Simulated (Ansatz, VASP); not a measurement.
# BiB in two plane-wave programs

Aim: how closely do two programs agree when they are given the same cell, functional and k mesh? The cell is invented: As first built, before any earlier steps moved the atoms (in the runner's words): it takes the BP structure with some of its atoms replaced by other elements, volume scaled by an estimate. It may not be a known or stable phase. The cell is taken from a series of VASP runs on this material, whose earlier steps may have relaxed, scaled or displaced it; both programs get it as it stands.

Calculated with Ansatz 0.2.0; plane waves, with VASP 6.6.1 beside it; band structure at PBE0.

## Step 1: The structure

Symmetry: F-43m, No. 216, cubic system. The conventional cell has a = 5.523 Å, b = 5.523 Å, c = 5.523 Å, α = 90.00°, β = 90.00°, γ = 90.00°. Bi has 4 B at 2.39 Å nearest. Nearest to B lie 4 Bi at 2.39 Å. As first built, before any earlier steps moved the atoms (in the runner's words): sites of the BP structure (space group 216) filled with other elements, volume scaled by an estimate. Farther neighbours are not listed.

## Step 2: VASP: band structure, PBE0

Levels along a path test the potential and the projectors away from the mesh points.

Lines of VASP's logs that name or quote its potential files are left out, and so is its time.

The run reads the wave functions of an earlier VASP run, which isn't shown here.

Input file INCAR:

```
SYSTEM = BiB
PREC = Accurate
ENCUT = 420
EDIFF = 1E-06
NELM = 100
ISMEAR = 0
SIGMA = 0.02
LREAL = .FALSE.
ALGO = Normal
LHFCALC = .TRUE.
AEXX = 0.25
GGA = PE
LASPH = .TRUE.
NBANDS = 15
PRECFOCK = Fast
HFRCUT = -1
LORBIT = 11
LWAVE = .FALSE.
LCHARG = .FALSE.
KPAR = 4
```

Input file POSCAR:

```
BiB
1.0
    0.0000000000      2.7613761270      2.7613761270
    2.7613761270      0.0000000000      2.7613761270
    2.7613761270      2.7613761270      0.0000000000
Bi B
1 1
Direct
    0.2500000000      0.2500000000      0.2500000000
    0.0000000000      0.0000000000      0.0000000000
```

Input file KPOINTS:

```
Automatic mesh
0
Gamma
4 4 4
0 0 0
```

Input file KPOINTS_OPT:

```
Line mode
6
Line-mode
Reciprocal
  0.00000000   0.00000000   0.00000000 GAMMA
  0.50000000   0.00000000   0.50000000 X

  0.50000000   0.00000000   0.50000000 X
  0.50000000   0.25000000   0.75000000 W

  0.50000000   0.25000000   0.75000000 W
  0.37500000   0.37500000   0.75000000 K

  0.37500000   0.37500000   0.75000000 K
  0.00000000   0.00000000   0.00000000 GAMMA

  0.00000000   0.00000000   0.00000000 GAMMA
  0.50000000   0.50000000   0.50000000 L

  0.50000000   0.50000000   0.50000000 L
  0.62500000   0.25000000   0.62500000 U

  0.62500000   0.25000000   0.62500000 U
  0.50000000   0.25000000   0.75000000 W

  0.50000000   0.25000000   0.75000000 W
  0.50000000   0.50000000   0.50000000 L

  0.50000000   0.50000000   0.50000000 L
  0.37500000   0.37500000   0.75000000 K

  0.62500000   0.25000000   0.62500000 U
  0.50000000   0.00000000   0.50000000 X
```

Potentials, in the order of the species: Bi_d and B (PBE family, release 64).

Launch:

```bash
mpirun -np 4 vasp_std
```

Numbers of over 12 decimals in the logs are rounded to 6 here.

The program printed:

```text
[banner, memory and clock lines left out]
running    4 mpi-ranks, on    1 nodes
 distrk:  each k-point on    1 cores,    4 groups
 distr:  one band on    1 cores,    1 groups

 POSCAR found type information on POSCAR BiB
 POSCAR found :  2 types and       2 ions
 LDA part: xc-table for (Slater+PW92), standard interpolation
 found WAVECAR, reading the header
 POSCAR, INCAR and KPOINTS ok, starting setup
 FFT: planning ... GRIDC
 FFT: planning ... GRID_SOFT
 FFT: planning ... GRID
 HFRCUT set to (new)   8.633085
 reading WAVECAR
 the WAVECAR file was read successfully
 initial charge from wavefunction
 entering main loop
       N       E                     dE             d eps       ncg     rms          rms(c)
DAV:   1    -0.111212916445E+02   -0.11121E+02   -0.44224E-01   301   0.652E+00    0.409E-01
DAV:   2    -0.111261642903E+02   -0.48726E-02   -0.18975E-02   262   0.814E-01    0.254E-01
DAV:   3    -0.111260999860E+02    0.64304E-04   -0.34669E-03   296   0.309E-01    0.142E-01
DAV:   4    -0.111263223445E+02   -0.22236E-03   -0.51097E-04   282   0.150E-01    0.899E-02
DAV:   5    -0.111263305929E+02   -0.82484E-05   -0.49032E-05   366   0.875E-02    0.556E-02
DAV:   6    -0.111263364574E+02   -0.58645E-05   -0.21704E-05   366   0.444E-02    0.332E-02
DAV:   7    -0.111263444420E+02   -0.79847E-05   -0.65454E-06   298   0.177E-02    0.199E-02
DAV:   8    -0.111263481790E+02   -0.37370E-05   -0.73518E-07   178   0.673E-03    0.120E-02
DAV:   9    -0.111263501089E+02   -0.19300E-05   -0.46798E-07   169   0.519E-03    0.724E-03
DAV:  10    -0.111263512450E+02   -0.11360E-05   -0.26106E-07   162   0.392E-03    0.445E-03
DAV:  11    -0.111263519126E+02   -0.66766E-06   -0.13484E-07   141   0.299E-03
   1 F= -.11126352E+02 E0= -.11126352E+02  d E =-.397341E-20
 Start KPOINTS_OPT (optional k-point list driver)
k-point batch [1-8\60]
       N       E                     dE             ncg
DAV:   1    -0.176124817486E+03   -0.31290E+04      240
DAV:   2    -0.138761423013E+04   -0.12115E+04      247
DAV:   3    -0.148013814702E+04   -0.92524E+02      310
DAV:   4    -0.148332091512E+04   -0.31828E+01      310
DAV:   5    -0.148339920254E+04   -0.78287E-01      346
DAV:   6    -0.148340327172E+04   -0.40692E-02      387
DAV:   7    -0.148340331720E+04   -0.45482E-04      332
DAV:   8    -0.148340331761E+04   -0.40137E-06      267
[...]
k-point batch [57-60\60]
       N       E                     dE             ncg
DAV:   1     0.221854585159E+04   -0.25951E+04      120
DAV:   2     0.162870904693E+04   -0.58984E+03      127
DAV:   3     0.158983080229E+04   -0.38878E+02      155
DAV:   4     0.158885906267E+04   -0.97174E+00      163
DAV:   5     0.158883033434E+04   -0.28728E-01      184
DAV:   6     0.158882901376E+04   -0.13206E-02      200
DAV:   7     0.158882899879E+04   -0.14967E-04      176
DAV:   8     0.158882899866E+04   -0.13622E-06      144
```

From OUTCAR (step 2):

```text
ion  position               nearest neighbor table
   1  0.250  0.250  0.250-   2 2.39   2 2.39   2 2.39   2 2.39
   2  0.000  0.000  0.000-   1 2.39   1 2.39   1 2.39   1 2.39

  LATTYP: Found a face centered cubic cell.
 ALAT       =     5.5227522540

 Subroutine GETGRP returns: Found 24 space group operations
 (whereof 24 operations were pure point group operations)

The static configuration has the point symmetry T_d .

 Found      8 irreducible k-points:

   k-points           NKPTS =      8   k-points in BZ     NKDIM =     64   number of bands    NBANDS=     15

   dimension x,y,z NGX =    28 NGY =   28 NGZ =   28
   dimension x,y,z NGXF=    56 NGYF=   56 NGZF=   56

   ENCUT  =  420.0 eV  30.87 Ry    5.56 a.u.   6.53  6.53  6.53*2*pi/ulx,y,z

   NELECT =      18.0000    total number of electrons

 k-points in reciprocal lattice and weights: Automatic mesh
   0.00000000  0.00000000  0.00000000       0.016
   0.25000000  0.00000000  0.00000000       0.125
   0.50000000  0.00000000  0.00000000       0.062
   0.25000000  0.25000000  0.00000000       0.094
   0.50000000  0.25000000  0.00000000       0.375
  -0.25000000  0.25000000  0.00000000       0.188
   0.50000000  0.50000000  0.00000000       0.047
  -0.25000000  0.50000000  0.25000000       0.094

  exchange ACFDT corr.  =         0.00000000  see jH, gK, PRB 81, 115126

 average (electrostatic) potential at core
       1 -97.7835       2 -23.3770

 E-fermi :   6.4468

 k-point     1 :       0.0000    0.0000    0.0000
  band No.  band energies     occupation
    ...
      5     -18.6915      2.00000
      6      -9.1544      2.00000
      7       6.3212      2.00000
      8       6.3212      2.00000
      9       6.3212      2.00000
     10       7.8426      0.00000
     11      10.4209      0.00000
     12      10.4209      0.00000
     13      10.4209      0.00000
     14      13.9947      0.00000
    ...

 k-point     2 :       0.2500    0.0000    0.0000
  band No.  band energies     occupation
    ...
      5     -18.6878      2.00000
      6      -8.2704      2.00000
      7       1.1843      2.00000
      8       5.2494      2.00000
      9       5.2494      2.00000
     10       8.3269      0.00000
     11      11.6066      0.00000
     12      11.6066      0.00000
     13      12.6271      0.00000
     14      15.7293      0.00000
    ...

 k-point     3 :       0.5000    0.0000    0.0000
  band No.  band energies     occupation
    ...
      5     -18.6736      2.00000
      6      -6.8429      2.00000
      7      -2.2014      2.00000
      8       4.5576      2.00000
      9       4.5576      2.00000
     10       7.9176      0.00000
     11      11.8901      0.00000
     12      11.8901      0.00000
     13      13.9476      0.00000
     14      16.4394      0.00000
    ...

  energy-cutoff  :      420.00
  volume of cell :       42.11
      direct lattice vectors                 reciprocal lattice vectors
     0.000000000  2.761376127  2.761376127    -0.181069140  0.181069140  0.181069140
     2.761376127  0.000000000  2.761376127     0.181069140 -0.181069140  0.181069140
     2.761376127  2.761376127  0.000000000     0.181069140  0.181069140 -0.181069140

 POSITION                                       TOTAL-FORCE (eV/Angst)
 -----------------------------------------------------------------------------------
      1.38069      1.38069      1.38069         0.000000      0.000000     -0.000000
      0.00000      0.00000      0.00000        -0.000000     -0.000000      0.000000
 -----------------------------------------------------------------------------------
    total drift:                                0.000012      0.000025      0.000009

  FREE ENERGIE OF THE ION-ELECTRON SYSTEM (eV)
  ---------------------------------------------------
  free  energy   TOTEN  =       -11.1263519126 eV

  energy  without entropy=      -11.1263519126  energy(sigma->0) =      -11.12635191

 total charge
# of ion       s       p       d       tot
------------------------------------------
    1        1.433   1.658   9.959  13.050
    2        0.644   1.004   0.000   1.647
--------------------------------------------------
tot          2.076   2.661   9.959  14.697

[... 3 further parts left out ...]
```

The k-mesh is coarse for unscreened exact exchange, which converges slowly with it. Spin-orbit coupling is off here; with elements this heavy it splits and shifts levels by tenths of an eV or more.

(Part 1 of 2 ends here.)

[Lines on the potential files, build, host, timing and source positions are cut from VASP's logs without a mark.]

[Logs are printed without paths, hosts, clocks, repeated set-up lines and the standing remarks that a program may print on its own settings, such as how far it seeks lower states.]

[Hosts, paths, dates, database ids (printed as entryN), source tags and the programs' standing remarks are cut or masked in the printed files.]
